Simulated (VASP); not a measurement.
Consider the following.

```xyz
4
Lattice="4.1947 0.0000 0.0000 -2.0974 3.6327 0.0000 0.0000 0.0000 4.8632" Properties=species:S:1:pos:R:3 pbc="T T T"
Rh     0.0000     2.4218     4.5590
Rh     2.0974     1.2109     2.1275
Al     0.0000     2.4218     2.1278
Al     2.0974     1.2109     4.5594
```

Level of theory: PBE GGA, VASP's PBE PAW potentials (set 64) (plane waves; VASP). Run with 400 eV cut-off, 10×10×7 Γ-centred mesh, tetrahedra with Blöchl corrections, potentials Rh_pv Al.

The cores are frozen, which limits the accuracy of field gradients.

Problem. Give the principal components of the electric field gradient (V/Å²) and the asymmetry η at each nucleus.

Solution. 
```csv
atom,Vxx,Vyy,Vzz,η
Rh1,4.3,4.3,-8.7,0.00
Rh2,4.3,4.3,-8.7,0.00
Al3,4.7,4.7,-9.3,0.00
Al4,4.7,4.7,-9.3,0.00
```

The structure was generated: RhAl was put into the wurtzite type (P6_3mc), which need not be its known phase. It was relaxed first, which changed the volume by -34 %. The relaxed cell has space group P6_3/mmc.
